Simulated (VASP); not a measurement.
GaB12: single point with PBE

The system is GaB12.

```
Ga B
1.0
     4.37111    0.00000    0.00000
    -0.64820    4.33294    0.00000
    -0.83439   -1.15167    5.69245
Ga B
1 12
Direct
  0.49367 0.54497 0.52407
  0.33214 0.01453 0.49274
  0.74186 0.04676 0.56932
  0.89639 0.43457 0.22653
  0.96880 0.45015 0.71390
  0.48493 0.79972 0.98913
  0.46973 0.23680 0.04666
  0.61381 0.04940 0.26823
  0.53619 0.06160 0.78525
  0.17616 0.48014 0.00565
  0.76387 0.47482 0.94341
  0.01747 0.21583 0.43947
  0.00497 0.69072 0.49564
```

The cell was built by a generator and needn't be a form met in nature.

The cell isn't the ideal one: the structure that the rattled cell fell into.

```json
{
 "Program": "VASP 6.6.1",
 "Task": "single point",
 "Functional": "PBE",
 "Potentials or basis": "VASP PAW PBE potentials, release 64 (Ga_d, B)",
 "Cutoff": "520 eV",
 "k mesh": "4 × 4 × 4",
 "Occupations": "gaussian, width 0.1 eV",
 "Spin": "no spin polarisation",
 "Dipole correction": "no",
 "Further INCAR settings": "ALGO = Fast; EDIFF = 1e-06; NBANDS = 36"
}
```

* Pressure: -2.6 GPa
* Largest force: 0.724 eV/Å
* Band gap on the k mesh: none (metal or under the smearing width)

Forces in eV/Å, atoms in the order of the input:
```
Ga   0.212  0.120  0.450
B   -0.105 -0.262 -0.034
B    0.005 -0.277 -0.668
B   -0.158 -0.298 -0.570
B   -0.011 -0.001  0.182
B    0.182 -0.061  0.230
B    0.132  0.289  0.006
B    0.077  0.376  0.058
B   -0.349 -0.378  0.470
B   -0.093  0.178 -0.084
B    0.041  0.266  0.114
B    0.007  0.181  0.020
B    0.060 -0.134 -0.174
```

Stress tensor (GPa, compression positive):
```
-3.47 -0.04  0.46
-0.04 -2.45  1.13
 0.46  1.13 -1.77
```

Levels at points of the mesh, in eV from the Fermi level:
```csv
k point,band 21,band 22,band 23,band 24,band 25,band 26,band 27,band 28,band 29,band 30
"(0.00, 0.00, 0.00)",-2.65,-2.29,-1.45,-1.24,-0.40,0.22,2.39,2.45,3.03,3.64
"(0.50, 0.00, 0.00)",-2.48,-1.80,-1.33,-0.95,-0.23,1.49,1.60,3.82,4.33,4.55
"(0.00, 0.50, 0.00)",-2.49,-1.77,-1.58,-0.78,0.29,0.85,1.91,2.18,3.86,4.72
"(0.50, 0.50, 0.00)",-1.35,-0.93,-0.58,-0.42,0.88,1.54,2.64,3.07,3.74,4.10
"(0.00, 0.00, 0.50)",-2.50,-1.99,-1.16,-0.65,-0.36,0.10,1.49,1.92,3.08,4.09
"(0.50, 0.00, 0.50)",-2.12,-1.89,-1.48,-0.91,-0.41,0.28,2.12,2.29,3.80,4.43
"(0.00, 0.50, 0.50)",-1.95,-1.62,-1.25,-0.62,-0.32,0.78,1.36,1.73,3.42,4.64
"(0.50, 0.50, 0.50)",-1.55,-0.94,-0.53,-0.07,0.21,0.57,1.33,3.10,4.26,4.35
```

Run time: 110 s on 1 thread of AMD EPYC 9R45 96-Core Processor (Zen 5), on a shared host, peak memory 0.27 GiB.

Caveat: the k mesh is coarse (spacing up to 0.37 Å⁻¹), so the values aren't converged.
